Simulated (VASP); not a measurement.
# LiSi2C3 (P-3m1) in VASP: a series of runs

One crystal, LiSi2C3, is run at these levels: PBE; tasks: relaxation of cell and atoms, single point.

Everything below comes from runs of VASP 6.6.1. Logs are shortened: lines on timing, memory, paths and dates and some standing lists are left out, and cuts for length are marked.

### 1 Starting point

Symmetry: P-3m1, No. 164, trigonal system. The conventional cell has a = 3.138 Å, b = 3.138 Å, c = 7.692 Å, α = 90.00°, β = 90.00°, γ = 120.00°. Li (site symmetry -3m) is surrounded by 6 C at 2.50 Å. Si (site symmetry 3m) is surrounded by 6 C at 2.10 Å. C (site symmetry 3m) is surrounded by 3 Si at 2.10 Å. C (site symmetry -3m) is surrounded by 6 Si at 2.10 Å.

The cell was built by a generator and needn't be a form met in nature.

### 2 Relaxation of cell and atoms, PBE

Contents of INCAR:

```
PREC = Accurate ; ENCUT = 600
EDIFF = 1E-6 ; ISMEAR = 0
SIGMA = 0.1 ; LREAL = F
LASPH = T ; NELM = 80
ALGO = Fast ; ISIF = 3
LWAVE = F ; LCHARG = F
GGA = PE ; IBRION = 2
NSW = 90 ; EDIFFG = -0.04
```

Contents of KPOINTS:

```
Automatic mesh
0
Gamma
  6 6 2
```

Contents of POSCAR:

```
LiSi2C3
1.0
    3.1378657000      0.0000000000      0.0000000000
   -1.5689328500      2.7174714100      0.0000000000
    0.0000000000      0.0000000000      7.6920265800
Li Si C
1 2 3
Direct
    0.0000000000      0.0000000000      0.0000000000
    0.6666666700      0.3333333300      0.6382100400
    0.3333333300      0.6666666700      0.3617899600
    0.3333333300      0.6666666700      0.7764200700
    0.6666666700      0.3333333300      0.2235799300
    0.0000000000      0.0000000000      0.5000000000
```

Potentials or basis: VASP PAW PBE potentials, release 64 (Li_sv, Si, C).

Command:

```bash
> cat potpaw_PBE.64/Li_sv/POTCAR potpaw_PBE.64/Si/POTCAR potpaw_PBE.64/C/POTCAR > POTCAR
> mpirun -np 1 vasp_std > vasp.out
```

OUTCAR:

```text
PREC = Accurate
   ENCUT = 600
   EDIFF = 1E-6
   ISMEAR = 0
   LREAL = F
   LASPH = T
   NELM = 80
   ISIF = 3
   GGA = PE
   IBRION = 2
   NSW = 90
   EDIFFG = -0.04

 ion  position               nearest neighbor table
   1  0.000  0.000  0.000-
   2  0.667  0.333  0.638-   4 2.10   4 2.10   6 2.10   4 2.10   6 2.10   6 2.10   3 2.79   3 2.79
                             3 2.79
   3  0.333  0.667  0.362-   5 2.10   5 2.10   6 2.10   5 2.10   6 2.10   6 2.10   2 2.79   2 2.79
                             2 2.79
   4  0.333  0.667  0.776-   2 2.10   2 2.10   2 2.10
   5  0.667  0.333  0.224-   3 2.10   3 2.10   3 2.10
   6  0.000  0.000  0.500-   2 2.10   3 2.10   2 2.10   3 2.10   2 2.10   3 2.10

  LATTYP: Found a hexagonal cell.
 ALAT       =     3.1378657000
 C/A-ratio  =     2.4513562132

  Lattice vectors:

 A1 = (   3.1378657000,   0.0000000000,   0.0000000000)
 A2 = (  -1.5689328500,   2.7174714100,   0.0000000000)
 A3 = (   0.0000000000,   0.0000000000,   7.6920265800)

Analysis of symmetry for initial positions (statically):
=====================================================================
 Subroutine PRICEL returns:
 Original cell was already a primitive cell.

 Routine SETGRP: Setting up the symmetry group for a
 hexagonal supercell.

 Subroutine GETGRP returns: Found 12 space group operations
 (whereof 12 operations were pure point group operations)
 out of a pool of 24 trial point group operations.

The static configuration has the point symmetry D_3d.

Analysis of symmetry for dynamics (positions and initial velocities):
=====================================================================
 Subroutine PRICEL returns:
 Original cell was already a primitive cell.

 Routine SETGRP: Setting up the symmetry group for a
 hexagonal supercell.

 Subroutine GETGRP returns: Found 12 space group operations
 (whereof 12 operations were pure point group operations)
 out of a pool of 24 trial point group operations.

The dynamic configuration has the point symmetry D_3d.

 Subroutine INISYM returns: Found 12 space group operations
 (whereof 12 operations are pure point group operations),
 and found     1 'primitive' translations

----------------------------------------------------------------------------------------

                                     Primitive cell

  volume of cell :      65.5904

  direct lattice vectors                    reciprocal lattice vectors
     3.137865700  0.000000000  0.000000000     0.318687954  0.183994576  0.000000000
    -1.568932850  2.717471410  0.000000000     0.000000000  0.367989152  0.000000000
     0.000000000  0.000000000  7.692026580     0.000000000  0.000000000  0.130004751

  length of vectors
     3.137865700  3.137865700  7.692026580     0.367989152  0.367989152  0.130004751

  position of ions in fractional coordinates (direct lattice)
     0.000000000  0.000000000  0.000000000
     0.666666670  0.333333330  0.638210040
     0.333333330  0.666666670  0.361789960
     0.333333330  0.666666670  0.776420070
     0.666666670  0.333333330  0.223579930
     0.000000000  0.000000000  0.500000000

  ion indices of the primitive-cell ions
   primitive index   ion index
                 1           1
                 2           2
                 3           3
                 4           4
                 5           5
                 6           6

----------------------------------------------------------------------------------------

 KPOINTS: Automatic mesh

Automatic generation of k-mesh.
 Grid dimensions read from file:
 generate k-points for:    6    6    2

 Generating k-lattice:

  Cartesian coordinates                     Fractional coordinates (reciprocal lattice)
     0.053114659  0.030665763  0.000000000     0.166666667  0.000000000  0.000000000
     0.000000000  0.061331525  0.000000000     0.000000000  0.166666667  0.000000000
     0.000000000  0.000000000  0.065002375     0.000000000  0.000000000  0.500000000

  Length of vectors
     0.061331525  0.061331525  0.065002375

  Shift w.r.t. Gamma in fractional coordinates (k-lattice)
     0.000000000  0.000000000  0.000000000

 Subroutine IBZKPT returns following result:
 ===========================================

 Found     14 irreducible k-points:

 Following reciprocal coordinates:
            Coordinates               Weight
  0.000000  0.000000  0.000000      1.000000
  0.166667 -0.000000  0.000000      6.000000
  0.333333 -0.000000  0.000000      6.000000
  0.500000 -0.000000  0.000000      3.000000
  0.166667  0.166667  0.000000      6.000000
  0.333333  0.166667  0.000000     12.000000
  0.333333  0.333333  0.000000      2.000000
  0.000000  0.000000  0.500000      1.000000
  0.166667 -0.000000  0.500000      6.000000
  0.333333 -0.000000  0.500000      6.000000
  0.500000 -0.000000  0.500000      3.000000
  0.166667  0.166667  0.500000      6.000000
  0.333333  0.166667  0.500000     12.000000
  0.333333  0.333333  0.500000      2.000000
   k-points           NKPTS =     14   k-points in BZ     NKDIM =     14   number of bands    NBANDS=     15
   number of dos      NEDOS =    301   number of ions     NIONS =      6
   total plane-waves  NPLWV =  50176
   dimension x,y,z NGX =    28 NGY =   28 NGZ =   64
   dimension x,y,z NGXF=    56 NGYF=   56 NGZF=  128
   ions per type =               1   2   3
   NGX,Y,Z   is equivalent  to a cutoff of  14.83, 14.83, 13.83 a.u.
   NGXF,Y,Z  is equivalent  to a cutoff of  29.67, 29.67, 27.66 a.u.
 SYSTEM =  unknown system
   PREC   = accura    normal or accurate (medium, high low for compatibility)
   ISTART =      0    job   : 0-new  1-cont  2-samecut
   ICHARG =      2    charge: 1-file 2-atom 10-const
   ISPIN  =      1    spin polarized calculation?
   LNONCOLLINEAR =      F non collinear calculations
   LSORBIT =      F    spin-orbit coupling
   LASPH  =      T    aspherical Exc in radial PAW
   ENCUT  =  600.0 eV  44.10 Ry    6.64 a.u.   6.27  6.27 15.36*2*pi/ulx,y,z
   NELM   =     80;   NELMIN=  2; NELMDL= -5     # of ELM steps
   EDIFF  = 0.1E-05   stopping-criterion for ELM
   LREAL  =      F    real-space projection
   EDIFFG = -.4E-01   stopping-criterion for IOM
   NSW    =     90    number of steps for IOM
   IBRION =      2    ionic relax: 0-MD 1-quasi-New 2-CG
   NFREE  =      1    steps in history (QN), initial steepest desc. (CG)
   ISIF   =      3    stress and relaxation
   ISYM   =      2    0-nonsym 1-usesym 2-fastsym
   POTIM  = 0.5000    time-step for ionic-motion
   TEBEG  =    0.0;   TEEND  =   0.0 temperature during run
   PSTRESS=    0.0 pullay stress
   NELECT =      23.0000    total number of electrons
   NUPDOWN=      -1.0000    fix difference up-down
   EMIN   =  10.00;   EMAX   =-10.00  energy-range for DOS
   EFERMI =   0.00;   METHOD = LEGACY
   ISMEAR =     0;   SIGMA  =   0.10  broadening in eV -4-tet -1-fermi 0-gaus
   EFERMI_NEDOS =   21; number of points for ismear=-14 and -15
   IALGO  =     68    algorithm
   IMIX   =      4    mixing-type and parameters
     AMIX     =   0.40;   BMIX     =  1.00
     AMIX_MAG =   1.60;   BMIX_MAG =  1.00
  volume/ion in A,a.u.               =      10.93        73.77
  Fermi-wavevector in a.u.,A,eV,Ry     =   1.154438  2.181572 18.132863  1.332728
  Thomas-Fermi vector in A             =   2.291075
   LORBIT       =      0    0 simple, 1 ext, 2 COOP (PROOUT), +10 PAW based schemes
   GGA     = PE    functional components
   LHFCALC =     F    Hartree Fock is set to
   AEXX    =    0.0000 exact exchange contribution
   IVDW    =     0    specifies the selected vdW correction
   LEPSILON=     F    determine dielectric tensor
   LRPA    =     F    only Hartree local field effects (RPA)
 conjugate gradient relaxation of ions
 non-spin polarized calculation
 RMM-DIIS sequential band-by-band and
 Gauss-broadening in eV      SIGMA  =   0.10
  energy-cutoff  :      600.00
  volume of cell :       65.59
 maximum number of plane-waves:      2215
 NGX is ok and might be reduce to    28
   NGX = 13   NGY = 13   NGZ = 31

--------------------------------------- Ionic step        1  -------------------------------------------

 number of electron      22.9999993 magnetization

 Free energy of the ion-electron system (eV)
  ---------------------------------------------------
  ext. energy  EPLUGINS =         0.00000000
  ---------------------------------------------------
  free energy    TOTEN  =       -34.00327934 eV

  energy without entropy =      -33.98435762  energy(sigma->0) =      -33.99381848

------------------------ aborting loop because EDIFF is reached ----------------------------------------

  FORCE on cell =-STRESS in cart. coord.  units (eV):
  Direction    XX          YY          ZZ          XY          YZ          ZX
  --------------------------------------------------------------------------------------
  -------------------------------------------------------------------------------------
  Total       -9.1261846     -9.1261846      1.0368359      0.0000000      0.0000000      0.0000000
  in kB     -222.9254856   -222.9254856     25.3268093      0.0000000      0.0000000      0.0000000
  external PRESSURE =    -140.1747206 kB  Pullay stress =       0.0000000 kB
[... 101 lines left out ...]
  FREE ENERGIE OF THE ION-ELECTRON SYSTEM (eV)
  ---------------------------------------------------
  free  energy   TOTEN  =       -35.5699582876 eV

  energy  without entropy=      -35.5586669424  energy(sigma->0) =      -35.56431262

[... ionic steps 4 to 12 ...]

--------------------------------------- Ionic step       13  -------------------------------------------

 number of electron      23.0000003 magnetization

------------------------ aborting loop because EDIFF is reached ----------------------------------------

  FORCE on cell =-STRESS in cart. coord.  units (eV):
  Direction    XX          YY          ZZ          XY          YZ          ZX
  --------------------------------------------------------------------------------------
  -------------------------------------------------------------------------------------
  Total       -0.1727851     -0.1727851      0.1940823      0.0000000     -0.0000000      0.0000000
  in kB       -4.8432149     -4.8432149      5.4401820      0.0000000     -0.0000000      0.0000000
  external PRESSURE =      -1.4154159 kB  Pullay stress =       0.0000000 kB
[... 65 lines left out ...]
  energy  without entropy=      -35.9197519780  energy(sigma->0) =      -35.92220377

--------------------------------------- Ionic step       15  -------------------------------------------

 number of electron      23.0000003 magnetization

 Free energy of the ion-electron system (eV)
  ---------------------------------------------------
  ext. energy  EPLUGINS =         0.00000000
  ---------------------------------------------------
  free energy    TOTEN  =       -35.92489193 eV

  energy without entropy =      -35.92002726  energy(sigma->0) =      -35.92245959

 E-fermi :   7.3144     XC(G=0): -11.3033

 val. band max:        7.0536181196   @ k =   0.3333   0.3333   0.0000
 cond. band min:       7.3152256264   @ k =   0.1667  -0.0000   0.5000
 fundamental gap:      0.2616075069
 Fermi energy:         7.3143698051

 k-point     1 :       0.0000    0.0000    0.0000
  band No.  band energies     occupation
      1     -37.2972      2.00000
      2      -8.5548      2.00000
      3      -6.9479      2.00000
      4      -3.6577      2.00000
      5       2.0434      2.00000
      6       4.6087      2.00000
      7       6.9014      2.00000
      8       6.9014      2.00000
      9       6.9331      2.00000
     10       6.9331      2.00000
     11       7.8738      0.00000
     12       7.8738      0.00000
     13       8.9966      0.00000
     14      13.4529      0.00000
     15      14.3723      0.00000
[... 265 lines left out ...]
  FREE ENERGIE OF THE ION-ELECTRON SYSTEM (eV)
  ---------------------------------------------------
  free  energy   TOTEN  =       -35.9248919279 eV

  energy  without entropy=      -35.9200272579  energy(sigma->0) =      -35.92245959

 reached required accuracy - stopping structural energy minimisation
```

Run time: 5.1 min. Hardware: 1 thread of Intel Xeon Platinum 8375C at 2.90GHz (Ice Lake), shared host; peak memory 0.23 GiB.

Results:

```yaml
Free_energy: -35.9249 eV
Relaxed_volume: 9.50 Å³/atom
Relaxed_cell: a = 3.007 Å, b = 3.007 Å, c = 7.279 Å, α = 90.00°, β = 90.00°, γ = 120.00°
Space_group_after_relaxing_to_0.05_Å: P-3m1 (No. 164)
Energy_gained_by_relaxing: 320.3 meV/atom
Ionic_steps: 15
Pressure_after_relaxing: -0.2 GPa
Largest_force_after_relaxing: 0.032 eV/Å
Band_gap_on_the_k_mesh: none (metal or under the smearing width)
```

Forces on the atoms (eV/Å):
```
Li   0.000  0.000  0.000
Si   0.000  0.000  0.010
Si   0.000  0.000 -0.010
C    0.000  0.000 -0.032
C    0.000  0.000  0.032
C    0.000  0.000  0.000
```

Step by step:
| step | energy change (eV) | largest force (eV/Å) | pressure (GPa) | volume (Å³) |
| --- | --- | --- | --- | --- |
| 1 | 0.0000 | 4.0281 | -14.02 | 65.59 |
| 2 | -1.5315 | 0.9442 | 8.66 | 56.79 |
| 3 | -1.5667 | 0.8665 | 4.59 | 57.68 |
| 4 | -1.5674 | 0.9378 | 3.93 | 57.83 |
| 5 | -1.7013 | 0.7135 | -1.37 | 59.34 |
| 6 | -1.7434 | 0.4823 | -6.39 | 61.08 |
| 7 | -1.8214 | 0.2264 | -4.13 | 60.17 |
| 8 | -1.8779 | 0.5077 | 0.81 | 58.41 |
| 9 | -1.8807 | 0.3297 | -0.41 | 58.83 |
| 10 | -1.8812 | 0.3751 | -0.11 | 58.72 |
| 11 | -1.9009 | 0.3005 | -0.87 | 58.45 |
| 12 | -1.9094 | 0.2158 | -1.72 | 58.11 |
| 13 | -1.9207 | 0.0907 | -0.14 | 57.16 |
| 14 | -1.9214 | 0.0510 | 0.37 | 56.87 |
| 15 | -1.9216 | 0.0324 | -0.20 | 57.01 |

Final structure:
```
Li Si C
1.0
     3.00722    0.00000    0.00000
    -1.50361    2.60433    0.00000
     0.00000    0.00000    7.27923
Li Si C
1 2 3
Cartesian
  0.0000 0.0000 7.2792
  1.5036 0.8681 5.0393
  0.0000 1.7362 2.2399
  0.0000 1.7362 5.7669
  1.5036 0.8681 1.5124
  0.0000 0.0000 3.6396
```

Levels at points of the mesh, in eV from the Fermi level:
| k point | band 7 | band 8 | band 9 | band 10 | band 11 | band 12 | band 13 | band 14 | band 15 |
| --- | --- | --- | --- | --- | --- | --- | --- | --- | --- |
| (0.00, 0.00, 0.00) | -0.41 | -0.41 | -0.38 | -0.38 | 0.56 | 0.56 | 1.68 | 6.14 | 7.06 |
| (0.50, 0.00, 0.00) | -6.03 | -3.17 | -2.07 | -1.74 | -0.94 | -0.44 | 0.17 | 1.58 | 5.41 |
| (0.00, 0.00, 0.50) | -0.46 | -0.46 | -0.31 | -0.31 | 0.37 | 0.54 | 0.54 | 6.47 | 6.88 |
| (0.50, 0.00, 0.50) | -5.52 | -3.07 | -2.44 | -2.26 | -2.11 | 0.33 | 0.86 | 1.65 | 5.72 |

Caveat: the k mesh is coarse (spacing up to 0.41 Å⁻¹), so the values aren't converged; the cutoff is under 1.25 times the usual one of these potentials, so pressure, stress and relaxed cells hold a basis-set (Pulay) error.

### 3 Single point, PBE (the structure that the rattled cell fell into)

Contents of INCAR:

```
SYSTEM = LiSi2C3
PREC = Accurate ; ENCUT = 520
EDIFF = 1E-6 ; ISMEAR = 0
SIGMA = 0.1 ; LREAL = .False.
LASPH = .True. ; NELM = 100
ALGO = Fast ; ISIF = 2
LWAVE = .False. ; LCHARG = .False.
GGA = PE ; NBANDS = 35
```

Contents of KPOINTS:

```
Automatic mesh
0
Gamma
  6 4 4
  0 0 0
```

Contents of POSCAR:

```
LiSi2C3
1.0
    3.1373044311      0.0000000000      0.0000000000
    0.2143236071      5.2072573268      0.0000000000
    0.0558161886      1.3163634374      7.3380272527
Li Si C
2 4 6
Direct
    0.4743620976      0.4909974679      0.0146018695
    0.9666063928      0.0542824592      0.0089889442
    0.9736352004      0.6375974572      0.2657560084
    0.4950893301      0.0763723212      0.3316310344
    0.4375408379      0.9498284695      0.7161869306
    0.9154486867      0.4089203333      0.6984015630
    0.4739735051      0.7876067338      0.2096720595
    0.0054801715      0.2964508108      0.2478040390
    0.9498491002      0.7676692844      0.7248486736
    0.4532829922      0.2587735235      0.7926445114
    0.8500620129      0.2775449336      0.4630093792
    0.0046696725      0.9939562058      0.5264549872
```

Potentials or basis: VASP PAW PBE potentials, release 64 (Li_sv, Si, C).

Command:

```bash
> cat potpaw_PBE.64/Li_sv/POTCAR potpaw_PBE.64/Si/POTCAR potpaw_PBE.64/C/POTCAR > POTCAR
> mpirun -np 1 vasp_std > vasp.out
```

Wall time 7.2 min (1 thread of Intel Xeon Platinum 8375C at 2.90GHz (Ice Lake), shared host); peak memory 0.32 GiB.

It converged, with:

```
Free energy            : -74.7559 eV
Largest force          : 3.171 eV/Å
Band gap on the k mesh : 0.70 eV, indirect (least direct gap 1.15 eV)
```

Forces on the atoms (eV/Å):
```
Li  -0.024 -0.097  0.331
Li   0.004  0.056  0.225
Si   0.961 -1.108  0.601
Si  -0.188  1.307 -0.069
Si   0.049 -0.155  0.270
Si   2.131  1.017 -2.116
C   -0.509  1.401 -0.063
C    0.131 -1.013 -0.032
C   -1.396  0.142 -0.225
C   -2.338 -0.235  1.588
C   -1.104  0.565  0.271
C    2.282 -1.879 -0.782
```

Levels at points of the mesh, in eV from the valence-band top:
| k point | band 19 | band 20 | band 21 | band 22 | band 23 | band 24 | band 25 | band 26 | band 27 | band 28 |
| --- | --- | --- | --- | --- | --- | --- | --- | --- | --- | --- |
| (0.00, 0.00, 0.00) | -2.76 | -1.71 | -1.49 | -1.25 | -0.92 | 1.81 | 2.10 | 3.18 | 3.28 | 3.62 |
| (0.50, 0.00, 0.00) | -3.68 | -2.57 | -2.39 | -1.26 | -0.99 | 1.47 | 2.00 | 2.45 | 3.29 | 3.90 |
| (0.00, 0.50, 0.00) | -3.38 | -2.43 | -1.96 | -1.08 | -0.94 | 1.47 | 2.13 | 2.80 | 3.13 | 3.59 |
| (0.50, 0.50, 0.00) | -3.02 | -2.41 | -2.31 | -1.79 | -0.45 | 0.70 | 1.21 | 1.86 | 2.48 | 3.05 |
| (0.00, 0.00, 0.50) | -1.99 | -1.58 | -1.38 | -1.00 | -0.86 | 1.68 | 2.02 | 2.59 | 2.96 | 3.64 |
| (0.50, 0.00, 0.50) | -3.83 | -3.54 | -2.23 | -1.49 | -0.89 | 1.25 | 2.75 | 3.00 | 3.51 | 4.32 |
| (0.00, 0.50, 0.50) | -3.33 | -2.25 | -1.48 | -1.00 | -0.87 | 1.51 | 2.34 | 2.62 | 3.17 | 3.72 |
| (0.50, 0.50, 0.50) | -3.22 | -2.65 | -2.26 | -1.76 | -0.92 | 0.89 | 1.70 | 2.26 | 2.67 | 3.24 |

Caveat: the cutoff is under 1.25 times the usual one of these potentials, so pressure, stress and relaxed cells hold a basis-set (Pulay) error; forces of over 1 eV/Å show positions far from the minimum, so gaps and moduli don't describe the material at rest.
